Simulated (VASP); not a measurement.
Data:

```xyz
6
Lattice="1.8478 -7.3996 0.0000 1.8478 7.3996 0.0000 0.0000 0.0000 3.6857" Properties=species:S:1:pos:R:3 pbc="T T T"
Zr     1.8478    -1.5603     0.9214
Zr     1.8478     1.5603     2.7643
Si     1.8478    -6.6150     0.9214
Si     1.8478     6.6150     2.7643
Si     1.8478     3.6990     0.9214
Si     1.8478    -3.6990     2.7643
```

Computed with PBE GGA, VASP's PBE PAW potentials (set 64) (plane waves; VASP). Numerical set-up: 400 eV cut-off, Gaussian smearing of 0.050 eV, potentials Zr_sv Si.

Task: Estimate the band gap (along the path) with the smallest direct gap where there is one.

Result: 
- band gap (along the path) = none (metal, semimetal or under 0.01 eV)

The compound is ZrSi2 in the sg63 structure. It was relaxed first.
